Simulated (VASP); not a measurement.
Data:

```
MnSi
1.0
    4.46435     0.00000     0.00000
    0.00000     4.46435     0.00000
    0.00000     0.00000     4.46435
Mn Si
4 4
Direct
  0.86275   0.63725   0.36275
  0.36275   0.86275   0.63725
  0.13725   0.13725   0.13725
  0.63725   0.36275   0.86275
  0.15454   0.34546   0.65454
  0.65454   0.15454   0.34546
  0.84546   0.84546   0.84546
  0.34546   0.65454   0.15454
```
Starting moments (μB, in the order of the record's atoms Mn Mn Mn Mn Si Si Si Si): 0.9 0.9 0.9 0.9 0.0 0.0 0.0 0.0.

The numbers are results of PBEsol GGA, VASP's PBE PAW potentials (set 64) (plane waves; VASP), not measurements. Settings: 400 eV cut-off, 8×8×8 Γ-centred mesh, tetrahedra with Blöchl corrections, potentials Mn_pv Si.

The cores are frozen, which limits the accuracy of field gradients. The moments were started parallel, and other spin orders were not tried in this run.

### Question
Give the principal components of the electric field gradient (V/Å²) and the asymmetry η at each nucleus.

### Answer

```
atom   Vxx   Vyy    Vzz     η
----  ----  ----  -----  ----
Mn1    0.1   0.1   -0.2     -
Mn2    0.1   0.1   -0.2     -
Mn3    0.1   0.1   -0.2     -
Mn4    0.1   0.1   -0.2     -
Si5   18.1  18.1  -36.2  0.00
Si6   18.1  18.1  -36.2  0.00
Si7   18.1  18.1  -36.2  0.00
Si8   18.1  18.1  -36.2  0.00
```

The compound is MnSi in the B20 structure. It was relaxed first, which changed the volume by -6 %.
